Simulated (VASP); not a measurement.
Runs of VASP 6.6.1 on Co2Cl3. Symmetry: P-3m1, No. 164, trigonal system. The conventional cell has a = 4.033 Å, b = 4.033 Å, c = 6.453 Å, α = 90.00°, β = 90.00°, γ = 120.00°. Around Co (site symmetry 3m) lie 4 Cl at 2.42 to 2.56 Å. Cl (site symmetry 3m) is surrounded by 4 Co at 2.42 to 2.56 Å. Cl (site symmetry -3m) has 6 Co at 2.83 Å as nearest neighbours. The cell was built by a generator and needn't be a form met in nature.

```tsv
task	level	spin	U	cell	cutoff (eV)	smearing	LDAUTYPE	hund's J	gap on the mesh (eV)	pressure (GPa)	moment (μB)	largest force (eV/Å)
band structure	revPBE+D4+U	collinear, random start	Co d U = 1 eV	as given	520	fermi-dirac 0.05 eV	-	-	-	-	5.00	-
core levels	RPBE+D4+U	collinear, ferrimagnetic start	Co d U = 6.2 eV, J = 0.9 eV	as given	520	gaussian 0.01 eV	1	0.9	0.91	3.2	(b)	(a)
single point	PBE	collinear, ferromagnetic start	-	as given	520	fermi-dirac 0.05 eV	-	-	none	1.6	5.00	0.69
relaxation of cell and atoms	PBE	collinear, ferromagnetic start	-	relaxed	600	gaussian 0.05 eV	-	-	none	0.0	5.00	-
```

Alike in all rows: potentials or basis VASP PAW PBE potentials, release 64 (Co, Cl); k mesh 8 × 8 × 4.

Estimate the missing entries.

(a) 1.18; (b) 1.00.

Caveats: the PAW data sets were made with another functional, which shifts forces and pressure a little (some runs); semilocal functionals often make such compounds metallic where correlation or magnetic order opens a gap, which also shifts bond lengths (some runs); pairwise dispersion overbinds metals, which lowers pressure and volume (some runs); this functional lacks dispersion, which binds the layers, so the pressure and a relaxed spacing across them are unreliable (some runs).

A k mesh can miss the band edges.

A gap of «none» marks a metal or a gap under the smearing width.
